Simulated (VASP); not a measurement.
An input for Quantum ESPRESSO's pw.x (written as the equivalent of a VASP run, and not itself run):

```
&CONTROL
  calculation = 'scf'
  pseudo_dir = './pseudo'
  outdir = './out'
  tprnfor = .true.
  tstress = .true.
/
&SYSTEM
  ibrav = 0
  nat = 2
  ntyp = 2
  ecutwfc = 86
  occupations = 'tetrahedra'
  input_dft = 'rpbe'
/
&ELECTRONS
  conv_thr = 7.3e-09
  electron_maxstep = 100
/
ATOMIC_SPECIES
  Ca 40.078 Ca.upf
  Se 78.971 Se.upf
CELL_PARAMETERS angstrom
     0.0000000    3.0228499    3.0228499
     3.0228499    0.0000000    3.0228499
     3.0228499    3.0228499    0.0000000
ATOMIC_POSITIONS crystal
  Ca   0.0000000  0.0000000  0.0000000
  Se   0.5000000  0.5000000  0.5000000
K_POINTS automatic
  9 9 9 0 0 0
```

**Question.** Translate this input to VASP (INCAR, KPOINTS, POSCAR, choice of POTCAR).

**Answer.** Several could match; the one computed here: 
File KPOINTS:
```
Automatic mesh
0
Gamma
9 9 9
0 0 0
```

### POSCAR
```
CaSe
1
    0.0000000000     3.0228499375     3.0228499375
    3.0228499375     0.0000000000     3.0228499375
    3.0228499375     3.0228499375     0.0000000000
Ca Se
1 1
Direct
  0.0000000000   0.0000000000   0.0000000000
  0.5000000000   0.5000000000   0.5000000000
```

### INCAR
```
# general
SYSTEM  = CaSe
PREC    = Accurate
ENCUT   = 520   # plane-wave cut-off (eV)
LREAL   = F
LASPH   = T

# electronic loop
EDIFF   = 1E-7   # SCF stop (eV)
NELM    = 100
ALGO    = Normal   # blocked Davidson
LMAXMIX = 4   # l cut-off of mixed one-centre charges

# smearing
ISMEAR  = -5   # tetrahedra, Bloechl

# functional
GGA     = RP

# ions
ISIF    = 2   # forces and stress, cell fixed

# output
LWAVE   = F
LCHARG  = T
LORBIT  = 11   # lm-projected
NEDOS   = 601   # DOS grid
```

POTCAR, in this order: Ca_sv Se (PBE.64 set). Program: vasp_std.

Limits of the translation: the potentials are each code's own (VASP's PAW set, PseudoDojo norm-conserving files in pw.x), so ENCUT and ecutwfc are chosen apart and not converted; conv_thr bounds pw.x's estimated SCF error, while EDIFF bounds the energy change between steps.

The compound is CaSe in the rock salt structure. It was relaxed first, which changed the volume by +7 %.
